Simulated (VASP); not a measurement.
Output of a VASP run:

**OUTCAR**
```
 ion  position               nearest neighbor table
   1  0.000  0.000  0.000-
  LATTYP: Found a face centered cubic cell.
 ALAT       =     4.8661858900
 Subroutine PRICEL returns:
 Original cell was already a primitive cell.
 Subroutine GETGRP returns: Found 48 space group operations
The static configuration has the point symmetry O_h .
The dynamic configuration has the point symmetry O_h .
 Subroutine INISYM returns: Found 48 space group operations
 Subroutine IBZKPT returns following result:
 Found     84 irreducible k-points:

 Following reciprocal coordinates:
            Coordinates               Weight
  0.000000  0.000000  0.000000      1.000000
  0.076923  0.000000  0.000000      8.000000
  0.153846  0.000000  0.000000      8.000000
  0.230769  0.000000  0.000000      8.000000
  0.307692  0.000000  0.000000      8.000000
  0.384615  0.000000  0.000000      8.000000
  0.461538  0.000000  0.000000      8.000000
  0.076923  0.076923  0.000000      6.000000
  0.153846  0.076923  0.000000     24.000000
  0.230769  0.076923  0.000000     24.000000
  0.307692  0.076923  0.000000     24.000000
  0.384615  0.076923  0.000000     24.000000
  0.461538  0.076923  0.000000     24.000000
 -0.461538  0.076923  0.000000     24.000000
 -0.384615  0.076923  0.000000     24.000000
 -0.307692  0.076923  0.000000     24.000000
 -0.230769  0.076923  0.000000     24.000000
 -0.153846  0.076923  0.000000     24.000000
 -0.076923  0.076923  0.000000     12.000000
  0.153846  0.153846  0.000000      6.000000
  0.230769  0.153846  0.000000     24.000000
  0.307692  0.153846  0.000000     24.000000
  0.384615  0.153846  0.000000     24.000000
  0.461538  0.153846  0.000000     24.000000
 -0.461538  0.153846  0.000000     24.000000
 -0.384615  0.153846  0.000000     24.000000
 -0.307692  0.153846  0.000000     24.000000
 -0.230769  0.153846  0.000000     24.000000
 -0.153846  0.153846  0.000000     12.000000
  0.230769  0.230769  0.000000      6.000000
  0.307692  0.230769  0.000000     24.000000
  0.384615  0.230769  0.000000     24.000000
  0.461538  0.230769  0.000000     24.000000
 -0.461538  0.230769  0.000000     24.000000
 -0.384615  0.230769  0.000000     24.000000
 -0.307692  0.230769  0.000000     24.000000
 -0.230769  0.230769  0.000000     12.000000
  0.307692  0.307692  0.000000      6.000000
  0.384615  0.307692  0.000000     24.000000
  0.461538  0.307692  0.000000     24.000000
   k-points           NKPTS =     84   k-points in BZ     NKDIM =     84   number of bands    NBANDS=     11
   number of dos      NEDOS =    301   number of ions     NIONS =      1
   total plane-waves  NPLWV =  21952
   dimension x,y,z NGX =    28 NGY =   28 NGZ =   28
   dimension x,y,z NGXF=    56 NGYF=   56 NGZF=   56
   ions per type =               1
   PREC   = accura    normal or accurate (medium, high low for compatibility)
   ISTART =      0    job   : 0-new  1-cont  2-samecut
   ICHARG =      2    charge: 1-file 2-atom 10-const
   ISPIN  =      1    spin polarized calculation?
   LNONCOLLINEAR =      F non collinear calculations
   LSORBIT =      F    spin-orbit coupling
   INIWAV =      1    electr: 0-lowe 1-rand  2-diag
   ENCUT  =  520.0 eV  38.22 Ry    6.18 a.u.   6.40  6.40  6.40*2*pi/ulx,y,z
   NELM   =    100;   NELMIN=  2; NELMDL= -5     # of ELM steps
   EDIFF  = 0.1E-06   stopping-criterion for ELM
   LREAL  =      F    real-space projection
   NLSPLINE    = F    spline interpolate recip. space projectors
   LMAXMIX     =    4 max onsite mixed and CHGCAR
   VOSKOWN=      0    Vosko Wilk Nusair interpolation
   EDIFFG = 0.1E-05   stopping-criterion for IOM
   NSW    =      0    number of steps for IOM
   NBLOCK =      1;   KBLOCK =      1    inner block; outer block
   IBRION =     -1    ionic relax: 0-MD 1-quasi-New 2-CG
   NFREE  =      0    steps in history (QN), initial steepest desc. (CG)
...
```

**OSZICAR**
```
       N       E                     dE             d eps       ncg     rms          rms(c)
DAV:   1     0.104911331205E+03    0.10491E+03   -0.73981E+03  1857   0.152E+03
DAV:   2     0.397951192369E+01   -0.10093E+03   -0.99080E+02  1884   0.328E+02
DAV:   3    -0.358651593011E+00   -0.43382E+01   -0.43149E+01  2212   0.792E+01
DAV:   4    -0.456983190826E+00   -0.98332E-01   -0.98309E-01  2230   0.128E+01
DAV:   5    -0.461236618127E+00   -0.42534E-02   -0.42533E-02  2332   0.240E+00    0.588E-01
DAV:   6    -0.450041360599E+00    0.11195E-01   -0.16585E-02  2265   0.253E+00    0.278E-01
DAV:   7    -0.447039541541E+00    0.30018E-02   -0.68023E-03  2205   0.153E+00    0.778E-02
DAV:   8    -0.446861914847E+00    0.17763E-03   -0.37244E-04  2441   0.382E-01    0.106E-02
DAV:   9    -0.446857478995E+00    0.44359E-05   -0.11129E-05  2241   0.683E-02    0.508E-03
DAV:  10    -0.446856699977E+00    0.77902E-06   -0.11243E-06  2018   0.106E-02    0.225E-04
DAV:  11    -0.446856687923E+00    0.12054E-07   -0.25491E-08  1266   0.180E-03
   1 F= -.44685669E+00 E0= -.44687466E+00  d E =0.539197E-04
```

**OUTCAR**
```
------------------------ aborting loop because EDIFF is reached ----------------------------------------
  FORCE on cell =-STRESS in cart. coord.  units (eV):
  Direction    XX          YY          ZZ          XY          YZ          ZX
  --------------------------------------------------------------------------------------
  Total        0.6142241      0.6142241      0.6142241     -0.0000000     -0.0000000     -0.0000000
  in kB       34.1610616     34.1610616     34.1610616     -0.0000000     -0.0000000     -0.0000000
  external PRESSURE =      34.1610616 kB  Pullay stress =       0.0000000 kB
  volume of cell :       28.81
      direct lattice vectors                 reciprocal lattice vectors
     0.000000000  2.433092945  2.433092945    -0.205499753  0.205499753  0.205499753
     2.433092945  0.000000000  2.433092945     0.205499753 -0.205499753  0.205499753
     2.433092945  2.433092945  0.000000000     0.205499753  0.205499753 -0.205499753
 POSITION                                       TOTAL-FORCE (eV/Angst)
 -----------------------------------------------------------------------------------
      0.00000      0.00000      0.00000        -0.000000      0.000000      0.000000
 -----------------------------------------------------------------------------------
    total drift:                               -0.000000     -0.000000     -0.000000
  FREE ENERGIE OF THE ION-ELECTRON SYSTEM (eV)
  ---------------------------------------------------
  free  energy   TOTEN  =        -0.4468566879 eV

  energy  without entropy=       -0.4469106077  energy(sigma->0) =       -0.44687466
```
(Selected blocks of OUTCAR.)

### POSCAR
```
Pb
1
    0.0000000000     2.4330929450     2.4330929450
    2.4330929450     0.0000000000     2.4330929450
    2.4330929450     2.4330929450     0.0000000000
Pb
1
Direct
  0.0000000000   0.0000000000   0.0000000000
```

**Question.** Reconstruct the remaining input files.

**Answer.** Several could match; the one computed here: the input of the run itself, optB86b-vdW, plane waves, VASP's PBE PAW potentials (set 64).

### INCAR
```
! general
SYSTEM  =Pb
PREC    =Accurate
ENCUT   =520   ! plane-wave cut-off (eV)
LREAL   =F   ! projection in real space or not
LASPH   =T   ! aspherical one-centre terms

! electronic loop
EDIFF   =1E-7   ! SCF stop (eV)
NELM    =100
ALGO    =Normal
LMAXMIX =4   ! l cut-off of mixed one-centre charges

! smearing
ISMEAR  =1   ! Methfessel-Paxton
SIGMA   =0.1

! functional
GGA     =MK
LUSE_VDW=T
AGGAC   =0.0
PARAM1  =0.1234
PARAM2  =1.0

! ions
ISIF    =2

! output
LWAVE   =F
LCHARG  =F
```

### KPOINTS
```
Automatic mesh
0
Gamma
13 13 13
0 0 0
```

POTCAR, in this order: Pb_d (PBE.64 set). Program: vasp_std.

The compound is Pb in the fcc structure. This cell is one point of a volume scan, at 0.94 of the reference volume.
